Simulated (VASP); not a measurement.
# MnSiSe3 (Pm-3m) in VASP: a series of runs, part 2 of 2

VASP 6.6.1. Earlier steps stand in the parts before.

## (3) Band structure, PBE, collinear spin, ferromagnetic start

File INCAR:

```
SYSTEM = MnSiSe3
PREC = Accurate
ENCUT = 520
EDIFF = 1E-7
ISMEAR = -1
SIGMA = 0.05
LREAL = .False.
LASPH = .True.
NELM = 150
ALGO = Normal
ISIF = 2
LWAVE = .False.
LCHARG = .False.
ISPIN = 2
MAGMOM = 4 0 0 0 0
LORBIT = 11
LMAXMIX = 4
GGA = PE
NBANDS = 30
```

File KPOINTS:

```
regular mesh
0
Gamma
  5 5 5
  0 0 0
```

File POSCAR:

```
MnSiSe3
1.0
    4.8341200000      0.0000000000      0.0000000000
    0.0000000000      4.8341200000      0.0000000000
    0.0000000000      0.0000000000      4.8341200000
Mn Si Se
1 1 3
Direct
    0.0000000000      0.0000000000      0.0000000000
    0.5000000000      0.5000000000      0.5000000000
    0.0000000000      0.5000000000      0.5000000000
    0.5000000000      0.0000000000      0.5000000000
    0.5000000000      0.5000000000      0.0000000000
```

File KPOINTS_OPT:

```
path GXMGRX,MR
10
line-mode
reciprocal
 0.0000000000  0.0000000000  0.0000000000  G
 0.0000000000  0.5000000000  0.0000000000  X

 0.0000000000  0.5000000000  0.0000000000  X
 0.5000000000  0.5000000000  0.0000000000  M

 0.5000000000  0.5000000000  0.0000000000  M
 0.0000000000  0.0000000000  0.0000000000  G

 0.0000000000  0.0000000000  0.0000000000  G
 0.5000000000  0.5000000000  0.5000000000  R

 0.5000000000  0.5000000000  0.5000000000  R
 0.0000000000  0.5000000000  0.0000000000  X

 0.5000000000  0.5000000000  0.0000000000  M
 0.5000000000  0.5000000000  0.5000000000  R
```

Potentials or basis: VASP PAW PBE potentials, release 64 (Mn_pv, Si, Se).

Launch:

```bash
cat potpaw_PBE.64/Mn_pv/POTCAR potpaw_PBE.64/Si/POTCAR potpaw_PBE.64/Se/POTCAR > POTCAR
mpirun -np 1 vasp_std > vasp.out
```

OUTCAR:

```text
SYSTEM = MnSiSe3
   PREC = Accurate
   ENCUT = 520
   EDIFF = 1E-7
   ISMEAR = -1
   LREAL = .False.
   LASPH = .True.
   NELM = 150
   ISIF = 2
   ISPIN = 2
   LORBIT = 11
   GGA = PE

 ion  position               nearest neighbor table
   1  0.000  0.000  0.000-
   2  0.500  0.500  0.500-   3 2.42   4 2.42   5 2.42   5 2.42   4 2.42   3 2.42
   3  0.000  0.500  0.500-   2 2.42   2 2.42
   4  0.500  0.000  0.500-   2 2.42   2 2.42
   5  0.500  0.500  0.000-   2 2.42   2 2.42

  LATTYP: Found a simple cubic cell.
 ALAT       =     4.8341200000

  Lattice vectors:

 A1 = (   4.8341200000,   0.0000000000,   0.0000000000)
 A2 = (   0.0000000000,   4.8341200000,   0.0000000000)
 A3 = (   0.0000000000,   0.0000000000,   4.8341200000)

Analysis of symmetry for initial positions (statically):
=====================================================================
 Subroutine PRICEL returns:
 Original cell was already a primitive cell.

 Routine SETGRP: Setting up the symmetry group for a
 simple cubic supercell.

 Subroutine GETGRP returns: Found 48 space group operations
 (whereof 48 operations were pure point group operations)
 out of a pool of 48 trial point group operations.

The static configuration has the point symmetry O_h .

Analysis of symmetry for dynamics (positions and initial velocities):
=====================================================================
 Subroutine PRICEL returns:
 Original cell was already a primitive cell.

 Routine SETGRP: Setting up the symmetry group for a
 simple cubic supercell.

 Subroutine GETGRP returns: Found 48 space group operations
 (whereof 48 operations were pure point group operations)
 out of a pool of 48 trial point group operations.

The dynamic configuration has the point symmetry O_h .

Analysis of structural, dynamic, and magnetic symmetry:
=====================================================================
 Subroutine PRICEL returns:
 Original cell was already a primitive cell.

 Routine SETGRP: Setting up the symmetry group for a
 simple cubic supercell.

 Subroutine GETGRP returns: Found 48 space group operations
 (whereof 48 operations were pure point group operations)
 out of a pool of 48 trial point group operations.

The overall configuration has the point symmetry O_h .

 Subroutine INISYM returns: Found 48 space group operations
 (whereof 48 operations are pure point group operations),
 and found     1 'primitive' translations

----------------------------------------------------------------------------------------

                                     Primitive cell

  volume of cell :     112.9672

  direct lattice vectors                    reciprocal lattice vectors
     4.834120000  0.000000000  0.000000000     0.206862883  0.000000000  0.000000000
     0.000000000  4.834120000  0.000000000     0.000000000  0.206862883  0.000000000
     0.000000000  0.000000000  4.834120000     0.000000000  0.000000000  0.206862883

  length of vectors
     4.834120000  4.834120000  4.834120000     0.206862883  0.206862883  0.206862883

[... 69 lines left out ...]
   ENCUT  =  520.0 eV  38.22 Ry    6.18 a.u.   8.99  8.99  8.99*2*pi/ulx,y,z
   NELM   =    150;   NELMIN=  2; NELMDL= -5     # of ELM steps
   EDIFF  = 0.1E-06   stopping-criterion for ELM
   LREAL  =      F    real-space projection
   EDIFFG = 0.1E-05   stopping-criterion for IOM
   NSW    =      0    number of steps for IOM
   IBRION =     -1    ionic relax: 0-MD 1-quasi-New 2-CG
   NFREE  =      0    steps in history (QN), initial steepest desc. (CG)
   ISIF   =      2    stress and relaxation
   ISYM   =      2    0-nonsym 1-usesym 2-fastsym
   POTIM  = 0.5000    time-step for ionic-motion
   TEBEG  =    0.0;   TEEND  =   0.0 temperature during run
   PSTRESS=    0.0 pullay stress
   NELECT =      35.0000    total number of electrons
   NUPDOWN=      -1.0000    fix difference up-down
   EMIN   =  10.00;   EMAX   =-10.00  energy-range for DOS
   EFERMI =   0.00;   METHOD = LEGACY
   ISMEAR =    -1;   SIGMA  =   0.05  broadening in eV -4-tet -1-fermi 0-gaus
   EFERMI_NEDOS =   21; number of points for ismear=-14 and -15
   IALGO  =     38    algorithm
   IMIX   =      4    mixing-type and parameters
     AMIX     =   0.40;   BMIX     =  1.00
     AMIX_MAG =   1.60;   BMIX_MAG =  1.00
  volume/ion in A,a.u.               =      22.59       152.47
  Fermi-wavevector in a.u.,A,eV,Ry     =   1.107763  2.093368 16.696230  1.227138
  Thomas-Fermi vector in A             =   2.244281
   LORBIT       =     11    0 simple, 1 ext, 2 COOP (PROOUT), +10 PAW based schemes
   GGA     = PE    functional components
   LHFCALC =     F    Hartree Fock is set to
   AEXX    =    0.0000 exact exchange contribution
   IVDW    =     0    specifies the selected vdW correction
   LEPSILON=     F    determine dielectric tensor
   LRPA    =     F    only Hartree local field effects (RPA)
 spin polarized calculation
  energy-cutoff  :      520.00
  volume of cell :      112.97
 maximum number of plane-waves:      3060
 NGX is ok and might be reduce to    36
   NGX = 17   NGY = 17   NGZ = 17

 number of electron      35.0000034 magnetization       5.2774025

 Free energy of the ion-electron system (eV)
  ---------------------------------------------------
  ext. energy  EPLUGINS =         0.00000000
  ---------------------------------------------------
  free energy    TOTEN  =       -23.01198821 eV

  energy without entropy =      -22.99232729  energy(sigma->0) =      -23.00215775

 E-fermi :   4.3880     XC(G=0):  -9.6695

 val. band max:        4.2061385421   @ k =   0.4000   0.0000   0.0000
 cond. band min:       4.3917421990   @ k =   0.4000   0.2000   0.2000
 fundamental gap:      0.1856036569
 Fermi energy:         4.3879567173

 spin component 1

 k-point     1 :       0.0000    0.0000    0.0000
  band No.  band energies     occupation
      1     -46.8806      1.00000
      2     -46.8806      1.00000
      3     -46.8806      1.00000
      4     -10.6417      1.00000
      5      -7.6828      1.00000
      6      -7.6828      1.00000
[... 309 lines left out ...]
     28      10.7132      0.00000
     29      13.1793      0.00000
 Fermi energy:         4.3879567173

 spin component 2

 k-point     1 :       0.0000    0.0000    0.0000
  band No.  band energies     occupation
      1     -42.0981      1.00000
      2     -42.0981      1.00000
      3     -42.0981      1.00000
      4     -10.5605      1.00000
      5      -7.6101      1.00000
      6      -7.6101      1.00000
[... 309 lines left out ...]
     28      11.5766      0.00000
     29      13.5848      0.00000
 [bands above 29 left out]

------------------------ aborting loop because EDIFF is reached ----------------------------------------

  FORCE on cell =-STRESS in cart. coord.  units (eV):
  Direction    XX          YY          ZZ          XY          YZ          ZX
  --------------------------------------------------------------------------------------
  -------------------------------------------------------------------------------------
  Total        0.0889400      0.0889400      0.0889400     -0.0000000      0.0000000      0.0000000
  in kB        1.2614076      1.2614076      1.2614076     -0.0000000      0.0000000      0.0000000
  external PRESSURE =       1.2614076 kB  Pullay stress =       0.0000000 kB

 VOLUME and BASIS-vectors are now :
 -----------------------------------------------------------------------------
  energy-cutoff  :      520.00
  volume of cell :      112.97
      direct lattice vectors                 reciprocal lattice vectors
     4.834120000  0.000000000  0.000000000     0.206862883  0.000000000  0.000000000
     0.000000000  4.834120000  0.000000000     0.000000000  0.206862883  0.000000000
     0.000000000  0.000000000  4.834120000     0.000000000  0.000000000  0.206862883

 POSITION                                       TOTAL-FORCE (eV/Angst)
 -----------------------------------------------------------------------------------
      0.00000      0.00000      0.00000         0.000000      0.000000      0.000000
      2.41706      2.41706      2.41706         0.000000      0.000000      0.000000
      0.00000      2.41706      2.41706         0.000000      0.000000      0.000000
      2.41706      0.00000      2.41706         0.000000      0.000000      0.000000
      2.41706      2.41706      0.00000         0.000000      0.000000      0.000000
 -----------------------------------------------------------------------------------
    total drift:                                0.000000      0.000000      0.000000

  FREE ENERGIE OF THE ION-ELECTRON SYSTEM (eV)
  ---------------------------------------------------
  free  energy   TOTEN  =       -23.0119882062 eV

  energy  without entropy=      -22.9923272855  energy(sigma->0) =      -23.00215775

 total charge

# of ion       s       p       d       tot
------------------------------------------
    1        0.184   6.044   4.871  11.099
    2        0.793   0.724   0.000   1.517
    3        1.478   2.303   0.042   3.823
    4        1.478   2.303   0.042   3.823
    5        1.478   2.303   0.042   3.823
--------------------------------------------------
tot          5.412  13.676   4.996  24.084

 magnetization (x)

# of ion       s       p       d       tot
------------------------------------------
    1        0.083   0.017   4.404   4.504
    2        0.023   0.028   0.000   0.051
    3        0.005   0.051   0.004   0.060
    4        0.005   0.051   0.004   0.060
    5        0.005   0.051   0.004   0.060
--------------------------------------------------
tot          0.120   0.197   4.417   4.734
```

It took 2.3 min on 1 thread of Intel Xeon Platinum 8488C (Sapphire Rapids), shared host; peak memory 0.28 GiB.

What came out:

| Item | Value |
| --- | --- |
| Free energy | -23.0120 eV |
| Pressure | 0.1 GPa |
| Band gap along the path | none (metal or under the smearing width) |
| Net moment | 5.28 μB per cell |
| Site moments | Mn +4.50; Si +0.05; Se +0.06 μB |
| Valence electrons inside the program's atomic spheres | Mn 11.10; Si 1.52; Se 3.82 |

Levels at the corners of the path, in eV from the Fermi level:
Spin up:
```csv
point,band 18,band 19,band 20,band 21,band 22,band 23
Γ,-1.04,-1.01,-1.01,-1.01,-0.31,4.60
X,-1.28,-0.62,-0.62,0.74,0.84,3.55
X,-1.28,-0.62,-0.62,0.74,0.84,3.55
M,-1.70,-1.60,0.68,1.39,2.04,2.04
M,-1.70,-1.60,0.68,1.39,2.04,2.04
Γ,-1.04,-1.01,-1.01,-1.01,-0.31,4.60
Γ,-1.04,-1.01,-1.01,-1.01,-0.31,4.60
R,-1.16,0.64,0.64,0.64,1.80,1.80
R,-1.16,0.64,0.64,0.64,1.80,1.80
X,-1.28,-0.62,-0.62,0.74,0.84,3.55
M,-1.70,-1.60,0.68,1.39,2.04,2.04
R,-1.16,0.64,0.64,0.64,1.80,1.80
```
Spin down:
```
point  band 13  band 14  band 15  band 16  band 17  band 18
    Γ    -0.98    -0.86    -0.86    -0.86     0.62     0.62
    X    -1.94    -1.06    -1.06     0.69     0.74     0.91
    X    -1.94    -1.06    -1.06     0.69     0.74     0.91
    M    -2.33    -1.53     0.26     0.69     0.81     1.23
    M    -2.33    -1.53     0.26     0.69     0.81     1.23
    Γ    -0.98    -0.86    -0.86    -0.86     0.62     0.62
    Γ    -0.98    -0.86    -0.86    -0.86     0.62     0.62
    R     0.23     0.72     0.72     0.72     0.77     0.77
    R     0.23     0.72     0.72     0.72     0.77     0.77
    X    -1.94    -1.06    -1.06     0.69     0.74     0.91
    M    -2.33    -1.53     0.26     0.69     0.81     1.23
    R     0.23     0.72     0.72     0.72     0.77     0.77
```

Caveat: a cell with one magnetic atom can't hold antiferromagnetic order, which such compounds often take; semilocal functionals often make such compounds metallic where correlation or magnetic order opens a gap, which also shifts bond lengths.
